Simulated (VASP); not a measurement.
```xyz
8
Lattice="10.2392 0.0000 0.0000 0.0000 4.1801 0.0000 0.0000 0.0000 24.2381" Properties=species:S:1:pos:R:3 pbc="T T T"
Sr     8.4274     1.0450     7.9852
Sr     1.6598     3.1351     9.1107
Sr     5.1271     1.0450    10.3293
Sr     8.5279     3.1351    11.5241
Sr     1.7113     1.0450    12.7140
Sr     5.1120     3.1351    13.9088
Sr     8.5794     1.0450    15.1275
Sr     1.8118     3.1351    16.2529
```

Method: PBEsol GGA, VASP's PBE PAW potentials (set 64) (plane waves; VASP). Run with PREC = Normal, 400 eV cut-off, 3×7×1 Γ-centred mesh, first-order Methfessel-Paxton smearing of 0.10 eV, potentials Sr_sv.

Task: Predict the energy per atom (σ→0), band gap (on the k-mesh) with the smallest direct gap where there is one.

Result: 
```json
{
 "band gap (on the k-mesh)": "none (metal, semimetal or under 0.01 eV)",
 "energy per atom (σ→0)": "-1.539 eV/atom"
}
```

The cell is a thin slab with vacuum, built from Sr (fcc): (211) face.
